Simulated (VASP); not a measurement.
LiS (space group I-4m2): computed properties

All values below come from PBEsol GGA, VASP's PBE PAW potentials (set 64) (plane waves; VASP 6.6.1).

```yaml
space_group: I-4m2 (119)
cell: a = 2.908 Å, b = 2.908 Å, c = 7.493 Å, α = 90.00°, β = 90.00°, γ = 90.00°
volume_per_atom: 15.84 Å³/atom
band gap (over mesh and band path): none (metal, semimetal or under 0.01 eV)
density: 2.04 g/cm³
```

Space group I-4m2 (No. 119); a = 2.9084 Å, b = 2.9084 Å, c = 7.4925 Å, α = 90.00°, β = 90.00°, γ = 90.00°

```tsv
atom	site	symmetry	x	y	z
Li	2b	-4m2	0.0000	0.0000	0.5000
S	2c	-4m2	0.0000	0.5000	0.2500
```
(The calculation used a cell of 2 atoms; values per cell refer to that cell.)

The structure comes from a computed database's LiS entry (I-4m2); how it stands against other phases isn't given here. It was relaxed first, which changed the volume by -5 %. Symmetry was kept, so distortions that lower it aren't found. The electron count is odd and the run is not spin-polarised, which forces a metal.
